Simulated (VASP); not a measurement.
OSZICAR of a VASP run on Gd (hcp):

OSZICAR:
```
       N       E                     dE             d eps       ncg     rms          rms(c)
DAV:   1     0.467680682349E+02    0.46768E+02   -0.10445E+04  1456   0.149E+03
DAV:   2    -0.106497394360E+02   -0.57418E+02   -0.56388E+02  1581   0.304E+02
DAV:   3    -0.134845003838E+02   -0.28348E+01   -0.26363E+01  2098   0.387E+01
DAV:   4    -0.135740828568E+02   -0.89582E-01   -0.88441E-01  2065   0.658E+00
DAV:   5    -0.135771748799E+02   -0.30920E-02   -0.30903E-02  2260   0.919E-01    0.265E+01
DAV:   6     0.313474433583E+02    0.44925E+02   -0.36806E+03  1461   0.308E+04    0.174E+01
DAV:   7     0.376634590796E+03    0.34529E+03   -0.86972E+01  1864   0.544E+03    0.479E+00
DAV:   8    -0.181613463798E+02   -0.39480E+03   -0.10985E+01  1456   0.459E+01    0.452E+00
DAV:   9    -0.180259803474E+02    0.13537E+00   -0.50640E-02  1801   0.221E+00    0.450E+00
DAV:  10    -0.181442946820E+02   -0.11831E+00   -0.13765E-02  1581   0.944E-01    0.528E+00
DAV:  11    -0.181641998768E+02   -0.19905E-01   -0.88211E-02  1476   0.268E+00    0.803E-01
DAV:  12    -0.181609990665E+02    0.32008E-02   -0.33249E-02  1511   0.128E+00    0.161E+00
DAV:  13    -0.181520670430E+02    0.89320E-02   -0.61187E-03  1591   0.656E-01    0.198E+00
DAV:  14    -0.181619596221E+02   -0.98926E-02   -0.68990E-03  1466   0.729E-01    0.168E-01
DAV:  15    -0.181647711662E+02   -0.28115E-02   -0.83168E-04  1566   0.331E-01    0.573E-01
DAV:  16    -0.181650205501E+02   -0.24938E-03   -0.56836E-05  1881   0.837E-02    0.506E-01
DAV:  17    -0.181647400744E+02    0.28048E-03   -0.62085E-04  1476   0.177E-01    0.199E-01
DAV:  18    -0.181647823599E+02   -0.42285E-04   -0.87870E-05  1626   0.780E-02    0.604E-02
DAV:  19    -0.181647872712E+02   -0.49113E-05   -0.82069E-06  1706   0.270E-02    0.310E-02
DAV:  20    -0.181647893634E+02   -0.20923E-05   -0.50577E-06  1531   0.151E-02    0.408E-03
DAV:  21    -0.181647907747E+02   -0.14113E-05   -0.75110E-07   813   0.851E-03    0.310E-03
DAV:  22    -0.181647906417E+02    0.13303E-06   -0.15052E-07   758   0.383E-03
   1 F= -.18164791E+02 E0= -.18165447E+02  d E =-.181648E+02
       N       E                     dE             d eps       ncg     rms          rms(c)
DAV:   1    -0.182374867541E+02   -0.72696E-01   -0.16089E+00  1456   0.998E+00    0.146E+00
DAV:   2    -0.181915826863E+02    0.45904E-01   -0.90502E-02  1496   0.246E+00    0.686E-01
DAV:   3    -0.181720785635E+02    0.19504E-01   -0.51213E-02  1466   0.169E+00    0.233E-01
DAV:   4    -0.181723280212E+02   -0.24946E-03   -0.34297E-03  1791   0.461E-01    0.200E-01
DAV:   5    -0.181717293731E+02    0.59865E-03   -0.64264E-04  1476   0.240E-01    0.531E-02
DAV:   6    -0.181723352489E+02   -0.60588E-03   -0.77306E-04  1466   0.229E-01    0.196E-02
DAV:   7    -0.181723305098E+02    0.47391E-05   -0.29606E-04  1461   0.148E-01    0.250E-02
DAV:   8    -0.181724784534E+02   -0.14794E-03   -0.87924E-05  1476   0.826E-02    0.413E-03
DAV:   9    -0.181724852219E+02   -0.67684E-05   -0.32946E-06  1877   0.150E-02    0.336E-03
DAV:  10    -0.181724851567E+02    0.65133E-07   -0.11549E-07   743   0.214E-03
   2 F= -.18172485E+02 E0= -.18173316E+02  d E =-.769452E-02
       N       E                     dE             d eps       ncg     rms          rms(c)
DAV:   1    -0.181730920635E+02   -0.60684E-03   -0.13127E-02  1456   0.904E-01    0.134E-01
DAV:   2    -0.181727226812E+02    0.36938E-03   -0.74423E-04  1506   0.224E-01    0.623E-02
DAV:   3    -0.181725666442E+02    0.15604E-03   -0.40624E-04  1466   0.150E-01    0.201E-02
DAV:   4    -0.181725656684E+02    0.97582E-06   -0.30481E-05  1776   0.443E-02    0.171E-02
DAV:   5    -0.181725543976E+02    0.11271E-04   -0.78755E-06  1466   0.274E-02    0.550E-03
DAV:   6    -0.181725603130E+02   -0.59154E-05   -0.80423E-06  1466   0.245E-02    0.185E-03
DAV:   7    -0.181725611064E+02   -0.79346E-06   -0.27184E-06  1456   0.147E-02
   3 F= -.18172561E+02 E0= -.18173394E+02  d E =-.777046E-02
       N       E                     dE             d eps       ncg     rms          rms(c)
DAV:   1    -0.181738124499E+02   -0.12521E-02   -0.44646E-02  1456   0.156E+00    0.148E-01
DAV:   2    -0.181731364530E+02    0.67600E-03   -0.88471E-04  1671   0.245E-01    0.848E-02
DAV:   3    -0.181729366923E+02    0.19976E-03   -0.37075E-04  1714   0.148E-01    0.462E-02
DAV:   4    -0.181729134194E+02    0.23273E-04   -0.63501E-05  1956   0.614E-02    0.219E-02
DAV:   5    -0.181728946228E+02    0.18797E-04   -0.46171E-05  1456   0.777E-02    0.923E-03
DAV:   6    -0.181729198538E+02   -0.25231E-04   -0.26904E-05  1456   0.537E-02    0.511E-03
DAV:   7    -0.181729259784E+02   -0.61247E-05   -0.30087E-06  1466   0.149E-02    0.120E-03
DAV:   8    -0.181729260843E+02   -0.10591E-06   -0.73825E-08   728   0.231E-03
   4 F= -.18172926E+02 E0= -.18173803E+02  d E =-.364978E-03
       N       E                     dE             d eps       ncg     rms          rms(c)
DAV:   1    -0.181736106078E+02   -0.68463E-03   -0.29906E-02  1456   0.128E+00    0.122E-01
DAV:   2    -0.181731609506E+02    0.44966E-03   -0.58978E-04  1676   0.199E-01    0.688E-02
DAV:   3    -0.181730304370E+02    0.13051E-03   -0.24144E-04  1714   0.119E-01    0.381E-02
DAV:   4    -0.181730144507E+02    0.15986E-04   -0.42117E-05  1977   0.493E-02    0.181E-02
DAV:   5    -0.181730037298E+02    0.10721E-04   -0.28220E-05  1456   0.614E-02    0.726E-03
DAV:   6    -0.181730179847E+02   -0.14255E-04   -0.16580E-05  1456   0.426E-02    0.414E-03
DAV:   7    -0.181730222076E+02   -0.42229E-05   -0.21379E-06  1450   0.128E-02    0.113E-03
DAV:   8    -0.181730222809E+02   -0.73298E-07   -0.57966E-08   728   0.193E-03
   5 F= -.18173022E+02 E0= -.18173895E+02  d E =-.461174E-03
```

### Question
Which electronic solver shows in the log?

### Answer
It is blocked Davidson (ALGO = Normal, or the opening steps of other solvers). The INCAR had ALGO = Normal.

### Question
Can the final energy be trusted as converged?

### Answer
The calculation finished and met its thresholds. It stopped with EDIFF = 1E-6, NELM = 100, NSW = 60 and EDIFFG = -0.01 after 5 ionic steps (TPSS meta-GGA, plane waves, VASP's PBE PAW potentials (set 64)). The 4f electrons are frozen in the core of the lanthanide potential, so 4f levels, which can set the real gap, and their magnetism are missing. Energy and stress use the plane-wave basis of the starting cell.

The compound is Gd in the hcp structure. This run relaxes it. Symmetry was kept, so distortions that lower it aren't found.
